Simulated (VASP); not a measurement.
Consider the following.

```xyz
2
Lattice="0.0000 2.7218 2.7218 2.7218 0.0000 2.7218 2.7218 2.7218 0.0000" Properties=species:S:1:pos:R:3 pbc="T T T"
Li     0.0000     0.0000     0.0000
Br     2.7218     2.7218     2.7218
```

All values below come from vdW-DF-cx, VASP's PBE PAW potentials (set 64) (plane waves; VASP). Numerical set-up: 520 eV cut-off, Gaussian smearing of 0.050 eV, potentials Li_sv Br.

Give the energies of bands 3 to 8 at the high-symmetry points, in eV from the valence-band maximum.

| band | Γ | X | U | L | W |
|---|---|---|---|---|---|
| 3 | -0.01 | -3.04 | -2.63 | -3.02 | -2.27 |
| 4 | -0.01 | -1.21 | -1.95 | -0.29 | -2.27 |
| 5 | -0.01 | -1.21 | -0.92 | -0.29 | -1.21 |
| 6 | 5.10 | 6.37 | 6.70 | 5.63 | 8.21 |
| 7 | 10.46 | 7.01 | 8.81 | 8.16 | 8.70 |
| 8 | 10.46 | 11.95 | 10.49 | 8.16 | 9.52 |

The gap is indirect, 5.10 eV, from the valence maximum at K-Γ at 0.79 to the conduction minimum at Γ.

Measured: gap 7.60 eV (computed value off by -2.50 eV), as given by Abedi et al., (2022), arXiv:2211.14644.

The compound is LiBr in the rock salt structure. It was relaxed first.
